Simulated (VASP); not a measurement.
# Transverse strain, stress and strain energy of zinc-blende BN under uniaxial [111] stress with LDA

We calculate how zinc-blende BN responds when it is stretched or compressed along [111] while the stress across that axis is held at zero. The imposed strain runs from −2 % to +2 %, and strains and energies are measured from the crystal relaxed with LDA. Three questions are addressed: how much the crystal contracts or widens sideways, which elastic moduli follow, and at what strain a constant modulus ceases to describe the stress. The answers matter for hard coatings and for BN films held under strain by a substrate, where stress is usually inferred from a measured strain through linear elasticity. All values refer to a static lattice, without thermal or zero-point motion.

## Systems and settings

The start is a typed prototype cell. The crystal was relaxed with LDA. Strain is imposed along [111]; the strain across the axis is adjusted until the stress across it vanishes, and the atoms are relaxed with LDA. VASP 6.6.1, plane waves with PAW, cutoff 600 eV, no spin polarisation, no spin-orbit coupling, k mesh 14×14×14, static lattice.

Notes on method and selection:

- Runs that did not converge, have known faults or may not be shown are not listed, and runs on Ansatz's PAW sets soft_1 and soft_2 are kept to separate tables.

Columns:

- strain (%): strain along the axis (tension positive).
- gap (eV): band gap on the k mesh at LDA.
- transverse strain (%): strain across the axis.
- stress (GPa): stress along the axis, tension positive.
- strain energy (meV/atom): energy per atom above the relaxed crystal.

Input lines of one member:

```
PREC = Accurate
ENCUT = 600
EDIFF = 1E-07
NELM = 120
ISMEAR = 0
SIGMA = 0.02
LREAL = .FALSE.
ALGO = Normal
GGA = CA
NBANDS = 10
LASPH = .TRUE.
LORBIT = 11
KPAR = 3
IBRION = 1
NSW = 25
```

Command (options for logging and memory left out): `mpirun -np 3 vasp_std`

## Computed values

| member | strain (%) | gap (eV) | transverse strain (%) | stress (GPa) | strain energy (meV/atom) |
| --- | --- | --- | --- | --- | --- |
| −2 % | −2.0 | 4.283 | 0.1683 | −21.64 | 7.933 |
| −1.5 % | −1.5 | 4.311 | 0.1244 | −16.03 | 4.477 |
| −1 % | −1.0 | 4.333 | 0.0816 | −10.54 | 2.020 |
| −0.5 % | −0.5 | 4.355 | 0.0418 | −5.21 | 0.5390 |
| 0 % | 0.0 | 4.375 | ? | ? | ? |
| +0.5 % | 0.5 | 4.358 | −0.0354 | 5.02 | 0.3877 |
| +1 % | 1.0 | 4.342 | −0.0717 | 9.92 | 1.660 |
| +1.5 % | 1.5 | 4.324 | −0.1065 | 14.67 | 3.796 |
| +2 % | 2.0 | 4.306 | −0.1392 | 19.26 | 6.767 |

Cells marked ? are withheld until the estimate has been made.

Least-squares fits to the members shown, with x = strain (%); R² and errors in the fitted variable (y, or ln y where the fit is in ln y):

| y | members | fit | R² | rms residual | leave-one-out rms | the same for the mean of the others |
| --- | --- | --- | --- | --- | --- | --- |
| transverse strain (%) | 8 | y = 0.007913 − 0.07688 x | 1.00 | 0.0044 | 0.0064 | 0.12 |
| stress (GPa) | 8 | y = −0.5688 + 10.23 x | 1.00 | 0.42 | 0.61 | 16 |

## Interpretation

The crystal widens under compression and narrows under tension, but only slightly. Between −0.5 % and +0.5 % the Poisson ratio is (0.0418 + 0.0354) / 1.0 = 0.077. Over the same interval Young's modulus along [111] is (5.02 + 5.21) / 0.010 = 1023 GPa.

For a cubic crystal these two numbers fix two further moduli. The bulk modulus is $B = E/[3(1-2\nu)]$. With 1 − 2 × 0.077 = 0.846 this gives 1023 / (3 × 0.846) = 403 GPa. The shear modulus is $C_{44} = E/[2(1+\nu)]$. With 1 + 0.077 = 1.077 this gives 1023 / (2 × 1.077) = 475 GPa, which includes the relaxation of the two atoms against each other along the axis. That $C_{44}$ exceeds $B$ fits a network of directional covalent bonds. One bond in four lies along [111] and the other three are inclined to it; the resistance of the bond angles to bending keeps the inclined bonds from folding inwards when the crystal is stretched.

Linear elasticity fails gradually. The ratio of stress to strain is 21.64 / 0.020 = 1082 GPa at −2 % and 19.26 / 0.020 = 963 GPa at +2 %, about 6 % to either side of the central modulus. At ±0.5 % the departure is about 2 %. The sign is that of ordinary bond anharmonicity: a shortened bond stiffens and a lengthened one softens.

The strain energy is also larger under compression, but its asymmetry has a second source. The ratio of compressive to tensile energy is 7.933 / 6.767 = 1.17 at 2 % and 0.5390 / 0.3877 = 1.39 at 0.5 %, whereas anharmonicity alone would make it approach one at small strain. The energy minimum therefore lies slightly on the tensile side of the reference cell. A likely cause is the finite plane-wave basis, which makes a cell relaxed on its stress a little smaller than the cell of lowest energy. The moduli above come from stresses and are hardly affected.

## Predicting the missing value

Plain estimates from the members shown:

- 0 %, fit at x = 0.0: 0.0079 %
- 0 %, straight-line interpolation between −0.5 % and +0.5 %: w = (0.0 − (−0.5)) / (0.5 − (−0.5)) = 0.500, so 0.0418 + 0.500 × (−0.0354 − 0.0418) = 0.0032 %

The member at 0 % is the reference state itself. With no strain imposed along the axis, a cubic crystal relaxed to zero stress has no reason to change its width, so the expected transverse strain is zero.

Both plain estimates lie above this for a known reason. The transverse strain curves upwards with imposed strain, and a straight line through points on both sides passes above the middle of such a curve. The fit over the full range, 0.0079 %, suffers more than the interpolation between the nearest neighbours, 0.0032 %.

The curvature can be removed by averaging members of opposite strain, which cancels the linear part. The averages are (0.0816 − 0.0717) / 2 = 0.00495 % at ±1 % and (0.1683 − 0.1392) / 2 = 0.01455 % at ±2 %. If they grow as the square of the strain, the value left at zero is 0.00495 − (0.01455 − 0.00495) / 3 = 0.00175 %. The coefficient of the square is (0.01455 − 0.00495) / 3 = 0.0032. At ±1.5 %, where the square is 1.5 × 1.5 = 2.25, the same curve gives 0.00175 + 2.25 × 0.0032 = 0.00895 %, equal to the average of the two members there.

This small remainder may reflect a residual stress in the reference cell, or the tolerance to which the transverse stress was brought to zero. It would appear at 0 % only if the width was adjusted again in that run. We therefore keep the value required by the reference state and take the size of the remainder, rounded to 0.002 %, as the error.

**Committed estimate, 0 %: transverse strain = 0.000 ± 0.002 %.**

## The withheld result

| member | strain (%) | gap (eV) | transverse strain (%) | stress (GPa) | strain energy (meV/atom) |
| --- | --- | --- | --- | --- | --- |
| 0 % | 0.0 | 4.375 | 0.0035 | −0.02 | 2.00×10⁻⁵ |

| member | estimate | transverse strain (%) | computed | estimate − computed | miss in error bars |
| --- | --- | --- | --- | --- | --- |
| 0 % | committed | 0.0000 | 0.0035 | −0.0035 | 1.8 |
| 0 % | fit | 0.0079 | 0.0035 | +0.0044 |  |
| 0 % | interpolation | 0.0032 | 0.0035 | −0.0003 |  |

The computed transverse strain at 0 % is 0.0035 %, against our 0.000 ± 0.002 %. The estimate falls outside its error bar, at 1.8 times its width. It is slightly better than the straight-line fit, which misses by 0.0044 %, and clearly worse than the interpolation between the nearest neighbours, which misses by 0.0003 %.

The argument that the reference cell keeps its width failed. The width was adjusted again at zero axial strain, and the reference cell still carried a small residual pressure, so it widened. With the moduli found above, the widening, as a fraction 0.0035 / 100 = 0.000035, changes the stress across the axis by (2 × 403 + 2 × 475 / 3) × 0.000035 = 0.039 GPa. Most of this relieves the residual pressure, and the rest is a slight overshoot within the tolerance of the adjustment.

The interpolation did better because its two neighbours are measured from the same reference cell and carry the same offset. The argument that curvature spoils the full-range fit held. The result concerns the convergence of the reference cell and leaves the elastic mechanism unchanged.

## Residuals

Least-squares fits to the whole series, with x = strain (%); R² and errors in the fitted variable (y, or ln y where the fit is in ln y):

| y | members | fit | R² | rms residual | leave-one-out rms | the same for the mean of the others |
| --- | --- | --- | --- | --- | --- | --- |
| transverse strain (%) | 9 | y = 0.007422 − 0.07688 x | 1.00 | 0.0043 | 0.0063 | 0.11 |
| stress (GPa) | 9 | y = −0.5078 + 10.23 x | 1.00 | 0.43 | 0.61 | 15 |

Largest departures from the fit to the whole series:

| member | transverse strain (%) | fit | computed − fit | in rms residuals |
| --- | --- | --- | --- | --- |
| +2 % | −0.1392 | −0.1463 | +0.0071 | 1.6 |
| −2 % | 0.1683 | 0.1612 | +0.0071 | 1.6 |
| +0.5 % | −0.0354 | −0.0310 | −0.0044 | 1.0 |
| −0.5 % | 0.0418 | 0.0459 | −0.0041 | 0.9 |

The largest departures are those of −2 % and +2 %, both +0.0071 % or 1.6 rms residuals. The members at ±0.5 % lie below the line by about 0.004 %, as does the one at 0 %. Ends above and middle below are the mark of a smooth curve fitted with a straight line, so no single member is at fault.

The curvature means that the sideways response weakens from compression to tension. The size of its slope is (0.1683 − 0.1244) / 0.5 = 0.088 between −2 % and −1.5 %, and (0.1392 − 0.1065) / 0.5 = 0.065 between +1.5 % and +2 %. A possible cause is that stretching the bonds lowers their resistance to a change of length faster than their resistance to bending. The ratio of bulk to shear modulus would then fall, and the Poisson ratio with it, which has the sign seen here.

## Conclusions and limits

From −2 % to +2 % the stress in GPa follows $\sigma = 10.23\,x - 0.30\,x^2$, with $x$ the strain in per cent. The quadratic coefficient comes from the members at ±2 %, (21.64 − 19.26) / 8 = 0.30. The formula meets all nine members within about 0.02 GPa, where the straight line has an rms residual of 0.43 GPa. A constant modulus of 1023 GPa thus misjudges the stress by about 3 % at 1 % strain and 6 % at 2 %.

For the transverse strain, interpolation between the two neighbours works well for all seven inner members. Its largest miss is at −1 %, (0.1244 + 0.0418) / 2 − 0.0816 = 0.0015 %.

The main omitted effect is probably lattice vibration: zero-point motion expands the crystal and should lower the moduli by roughly a few per cent, comparable to the change in the ratio of stress to strain at 1 % strain.

[Logs are printed without paths, hosts, clocks, repeated set-up lines and the standing remarks that a program may print on its own settings, such as how far it seeks lower states.]
